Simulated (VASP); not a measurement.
An input for Quantum ESPRESSO's pw.x (written as the equivalent of a VASP run, and not itself run):

```
&CONTROL
  calculation = 'vc-relax'
  pseudo_dir = './pseudo'
  outdir = './out'
  tprnfor = .true.
  tstress = .true.
  nstep = 40
  forc_conv_thr = 0.00078
/
&SYSTEM
  ibrav = 0
  nat = 4
  ntyp = 2
  ecutwfc = 92
  occupations = 'smearing'
  smearing = 'methfessel-paxton'
  degauss = 0.00735
  input_dft = 'pbesol'
/
&ELECTRONS
  conv_thr = 7.3e-08
  electron_maxstep = 100
/
&IONS
/
&CELL
  press = 200
/
ATOMIC_SPECIES
  Cu 63.546 Cu.upf
  Au 196.967 Au.upf
CELL_PARAMETERS angstrom
     3.6016401   -0.0000000   -0.0000000
     0.0000000    3.6016401    0.0000000
    -0.0000000   -0.0000000    3.6016401
ATOMIC_POSITIONS crystal
  Cu   0.0000000  0.5000000  0.5000000
  Cu   0.5000000  0.0000000  0.5000000
  Cu   0.5000000  0.5000000  0.0000000
  Au   0.0000000  0.0000000  0.0000000
K_POINTS automatic
  9 9 9 0 0 0
```

Write the VASP files for the same calculation (PBEsol).

This is not unique; one that fits is 
File KPOINTS:
```
kpoints
0
G
9 9 9
0 0 0
```

**INCAR**
```
ALGO = Normal
EDIFF = 1E-6
EDIFFG = -0.02
ENCUT = 500
GGA = PS
IBRION = 2
ISIF = 3
ISMEAR = 1
LASPH = .True.
LCHARG = .False.
LMAXMIX = 6
LREAL = .False.
LWAVE = .False.
NELM = 100
NSW = 40
PREC = Accurate
PSTRESS = 200
SIGMA = 0.1
SYSTEM = Cu3Au
```

POSCAR:
```
Cu3Au
1.0
  3.6016401326   0.0000000000   0.0000000000
  0.0000000000   3.6016401326   0.0000000000
  0.0000000000   0.0000000000   3.6016401326
Cu Au
3 1
Cartesian
  0.0000000000   1.8008200663   1.8008200663
  1.8008200663   0.0000000000   1.8008200663
  1.8008200663   1.8008200663   0.0000000000
  0.0000000000   0.0000000000   0.0000000000
```

POTCAR, in this order: Cu Au (PBE.64 set). Program: vasp_std.

The two are equivalent in intent, not identical: the potentials are each code's own (VASP's PAW set, PseudoDojo norm-conserving files in pw.x), so ENCUT and ecutwfc are chosen apart and not converted; conv_thr bounds pw.x's estimated SCF error, while EDIFF bounds the energy change between steps; forc_conv_thr acts on force components and is met together with etot_conv_thr.

The compound is Cu3Au in the L1_2 structure. This run relaxes it under an external pressure of 20 GPa. Symmetry was kept, so distortions that lower it aren't found.
